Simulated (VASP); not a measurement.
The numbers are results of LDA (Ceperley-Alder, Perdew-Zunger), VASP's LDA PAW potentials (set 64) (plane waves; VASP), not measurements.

Input for VASP

POSCAR:
```
Zr
1
    3.1852960000     0.0000000000     0.0000000000
   -1.5926480000     2.7585480000     0.0000000000
    0.0000000000     0.0000000000    10.2487130000
Zr
4
Direct
  0.0000000000   0.0000000000   0.0000000000
  0.0000000000   0.0000000000   0.5000000000
  0.3333330000   0.6666670000   0.2500000000
  0.6666670000   0.3333330000   0.7500000000
```

File KPOINTS:
```
Automatic mesh
0
Gamma
10 10 3
0 0 0
```

INCAR:
```
! general
SYSTEM   =  Zr
PREC     =  Accurate
ENCUT    =  300
LREAL    =  .FALSE.
LASPH    =  .TRUE.

! electronic loop
EDIFF    =  1E-6
NELM     =  100
ALGO     =  Normal
LMAXMIX  =  4

! smearing
ISMEAR   =  0
SIGMA    =  0.3

! ions
ISIF     =  2

! output
LWAVE    =  .FALSE.
LCHARG   =  .FALSE.
```

POTCAR, in this order: Zr_sv (LDA.64 set). Program: vasp_std.

Output of the run:

File OUTCAR:
```
 ion  position               nearest neighbor table
   1  0.000  0.000  0.000-   3 3.15   4 3.15   4 3.15   3 3.15   4 3.15   3 3.15
   2  0.000  0.000  0.500-   3 3.15   4 3.15   4 3.15   3 3.15   4 3.15   3 3.15
   3  0.333  0.667  0.250-   1 3.15   2 3.15   1 3.15   2 3.15   1 3.15   2 3.15
   4  0.667  0.333  0.750-   1 3.15   2 3.15   1 3.15   2 3.15   1 3.15   2 3.15
  LATTYP: Found a hexagonal cell.
 ALAT       =     3.1852960000
 C/A-ratio  =     3.2175072584
 Subroutine PRICEL returns:
 Original cell was already a primitive cell.
 Subroutine GETGRP returns: Found 24 space group operations
The static configuration has the point symmetry D_3d.
 The point group associated with its full space group is D_6h.
The dynamic configuration has the point symmetry D_3d.
 Subroutine INISYM returns: Found 24 space group operations
 Subroutine IBZKPT returns following result:
 Found     28 irreducible k-points:

 Following reciprocal coordinates:
            Coordinates               Weight
  0.000000  0.000000  0.000000      1.000000
  0.100000  0.000000  0.000000      6.000000
  0.200000  0.000000  0.000000      6.000000
  0.300000  0.000000  0.000000      6.000000
  0.400000 -0.000000  0.000000      6.000000
  0.500000  0.000000  0.000000      3.000000
  0.100000  0.100000  0.000000      6.000000
  0.200000  0.100000  0.000000     12.000000
  0.300000  0.100000  0.000000     12.000000
  0.400000  0.100000  0.000000     12.000000
  0.200000  0.200000  0.000000      6.000000
  0.300000  0.200000  0.000000     12.000000
  0.400000  0.200000  0.000000      6.000000
  0.300000  0.300000  0.000000      6.000000
  0.000000  0.000000  0.333333      2.000000
  0.100000  0.000000  0.333333     12.000000
  0.200000  0.000000  0.333333     12.000000
  0.300000  0.000000  0.333333     12.000000
  0.400000 -0.000000  0.333333     12.000000
  0.500000  0.000000  0.333333      6.000000
...
```

OSZICAR:
```
       N       E                     dE             d eps       ncg     rms          rms(c)
DAV:   1     0.355801745724E+03    0.35580E+03   -0.19929E+04  1648   0.116E+03
DAV:   2    -0.270619172746E+01   -0.35851E+03   -0.35004E+03  1740   0.391E+02
DAV:   3    -0.364319537483E+02   -0.33726E+02   -0.32621E+02  2632   0.757E+01
DAV:   4    -0.384650365155E+02   -0.20331E+01   -0.19805E+01  2224   0.187E+01
DAV:   5    -0.385410688406E+02   -0.76032E-01   -0.74017E-01  2292   0.313E+00    0.215E+01
DAV:   6    -0.373268719692E+02    0.12142E+01   -0.18691E+00  1736   0.929E+00    0.864E+00
DAV:   7    -0.370771243986E+02    0.24975E+00   -0.11321E+00  2228   0.633E+00    0.146E+00
DAV:   8    -0.370785491392E+02   -0.14247E-02   -0.11076E-01  2160   0.219E+00    0.103E+00
DAV:   9    -0.370773231499E+02    0.12260E-02   -0.79110E-02  2076   0.204E+00    0.278E-01
DAV:  10    -0.370747740574E+02    0.25491E-02   -0.15293E-02  2176   0.941E-01    0.278E-02
DAV:  11    -0.370748027105E+02   -0.28653E-04   -0.61215E-04  2036   0.148E-01    0.215E-02
DAV:  12    -0.370748002614E+02    0.24492E-05   -0.24417E-05  2408   0.297E-02    0.114E-02
DAV:  13    -0.370747982089E+02    0.20524E-05   -0.28273E-06  1516   0.138E-02    0.144E-03
DAV:  14    -0.370747981738E+02    0.35139E-07   -0.36866E-07  1140   0.411E-03
   1 F= -.37074798E+02 E0= -.36941612E+02  d E =-.266373E+00
```

**OUTCAR**
```
------------------------ aborting loop because EDIFF is reached ----------------------------------------
  FORCE on cell =-STRESS in cart. coord.  units (eV):
  Direction    XX          YY          ZZ          XY          YZ          ZX
  --------------------------------------------------------------------------------------
  Total       -2.2259817     -2.2259829     -1.6177308      0.0000000     -0.0000000      0.0000000
  in kB      -39.6034021    -39.6034235    -28.7817481      0.0000000     -0.0000000      0.0000000
  external PRESSURE =     -35.9961913 kB  Pullay stress =       0.0000000 kB
  volume of cell :       90.05
      direct lattice vectors                 reciprocal lattice vectors
     3.185296000  0.000000000  0.000000000     0.313942566  0.181254776  0.000000000
    -1.592648000  2.758548000  0.000000000     0.000000000  0.362509552  0.000000000
     0.000000000  0.000000000 10.248713000     0.000000000  0.000000000  0.097573227
 POSITION                                       TOTAL-FORCE (eV/Angst)
 -----------------------------------------------------------------------------------
      0.00000      0.00000      0.00000        -0.000000      0.000000      0.000000
      0.00000      0.00000      5.12436        -0.000000      0.000000      0.000000
     -0.00000      1.83903      2.56218        -0.000000      0.000000     -0.000000
      1.59265      0.91952      7.68653         0.000000     -0.000000      0.000000
 -----------------------------------------------------------------------------------
    total drift:                                0.000000     -0.000000      0.000000
  FREE ENERGIE OF THE ION-ELECTRON SYSTEM (eV)
  ---------------------------------------------------
  free  energy   TOTEN  =       -37.0747981738 eV

  energy  without entropy=      -36.8084251155  energy(sigma->0) =      -36.94161164
```
(Selected blocks of OUTCAR.)

At this cut-off the stress carries a Pulay error, which pulls relaxed volumes low.

The structure was generated: Zr was put into an ordered model structure, which need not be its known phase. The cell was not relaxed at this level. The run is one of a series of settings (SIGMA = 0.3 against the base run), some of them coarse on purpose. VASP warned that the highest band is occupied, so more bands are needed.
